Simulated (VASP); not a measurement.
Here is the system:

```xyz
2
Lattice="0.0000 2.3900 2.3900 2.3900 0.0000 2.3900 2.3900 2.3900 0.0000" Properties=species:S:1:pos:R:3 pbc="T T T"
B      0.0000     0.0000     0.0000
As     1.1950     1.1950     1.1950
```

All values below come from PBE GGA, VASP's PBE PAW potentials (set 64) (plane waves; VASP 6.6.1). Numerical set-up: 520 eV cut-off, 5×5×5 Monkhorst-Pack mesh, Gaussian smearing of 0.050 eV, potentials B As.

**Question.** What does the run give for the energy per atom (σ→0), pressure?

**Answer.** 
The energy per atom (σ→0) is -5.676 eV/atom and the pressure is 3.31 GPa.

Total energies compare only between runs with the same potentials, cut-off and functional.

The compound is BAs in the zinc blende structure. The cell was not relaxed at this level. The k-mesh is coarse (spacing up to 0.46 per Å, 2π included), so the numbers may not be converged in it. The run is one of a series of settings (KPOINTS 5×5×5 Monkhorst-Pack mesh against the base run), some of them coarse on purpose.
